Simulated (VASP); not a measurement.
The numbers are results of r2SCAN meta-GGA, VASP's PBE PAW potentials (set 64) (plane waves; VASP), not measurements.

VASP input:

### INCAR
```
ENCUT = 520
LWAVE = .FALSE.
SYSTEM = C
ISMEAR = 1   ! Methfessel-Paxton
LMIXTAU = .TRUE.
EDIFFG = -0.01
ALGO = Normal
LREAL = .FALSE.
NSW = 60   ! most ionic steps
IBRION = 2   ! conjugate gradients
EDIFF = 1E-6
METAGGA = R2SCAN
LASPH = .TRUE.   ! aspherical one-centre terms
SIGMA = 0.1
NELM = 100   ! most electronic steps
LCHARG = .FALSE.
PREC = Accurate
ISIF = 3
```

### KPOINTS
```
Automatic mesh
0
Gamma
19 19 19
0 0 0
```

**POSCAR**
```
C
1
   -1.1912712987     1.1912712987     1.1912712987
    1.1912712987    -1.1912712987     1.1912712987
    1.1912712987     1.1912712987    -1.1912712987
C
1
Direct
  0.0000000000   0.0000000000   0.0000000000
```

POTCAR, in this order: C (PBE.64 set). Program: vasp_std.

**Question.** What will the output report for the number of irreducible k-points (NKPTS), number of bands (NBANDS), largest plane-wave count, number of space-group operations, FFT grid (NGX, NGY, NGZ)?

**Answer.** 
```json
{
  "number of irreducible k-points (NKPTS)": "220",
  "number of bands (NBANDS)": "6",
  "largest_plane_wave_count": "194",
  "number_of_space_group_operations": "48",
  "FFT grid (NGX, NGY, NGZ)": "16 × 16 × 16"
}
```

The structure was generated: C was put into the bcc type (Im-3m), which need not be its known phase. This run relaxes it. Symmetry was kept, so distortions that lower it aren't found. The start is the result of an earlier pass.
